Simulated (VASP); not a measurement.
```xyz
3
Lattice="4.4608 0.0000 0.0000 -2.2304 3.8632 0.0000 0.0000 0.0000 4.8300" Properties=species:S:1:pos:R:3 pbc="T T T"
Mn     0.0000     0.0000     0.0000
Ge     0.0000     2.5755     2.4150
Ge     2.2304     1.2877     2.4150
```
Starting moments (μB, in the order of the record's atoms Mn Ge Ge): 4.0 0.0 0.0.

Computed with PBE GGA, VASP's PBE PAW potentials (set 64) (plane waves; VASP). Numerical set-up: 300 eV cut-off, 4×4×3 Γ-centred mesh, Gaussian smearing of 0.10 eV, potentials Mn_pv Ge_d.

At this cut-off the stress carries a Pulay error, which pulls relaxed volumes low. The moments were started parallel, and other spin orders were not tried in this run.

### Question
Predict the cell moment, energy per atom (σ→0), pressure, band gap (on the k-mesh) with the smallest direct gap where there is one.

### Answer

```json
{
  "band gap (on the k-mesh)": "none (metal, semimetal or under 0.01 eV)",
  "cell_moment": "4.49 μB",
  "energy per atom (σ→0)": "-5.116 eV/atom",
  "pressure": "-74.9 kbar"
}
```

### Question
Give the moment on each site (PAW-sphere projection).

### Answer

| site | moment (μB) |
|---|---|
| Mn1 | 4.33 |
| Ge2 | -0.03 |
| Ge3 | -0.03 |

The absolute energy has meaning only against runs of the same code, potentials and settings.

The structure was generated: MnGe2 was put into an ordered model structure, which need not be its known phase. The cell was not relaxed at this level. The k-mesh is coarse (spacing up to 0.43 per Å, 2π included), so the numbers may not be converged in it.
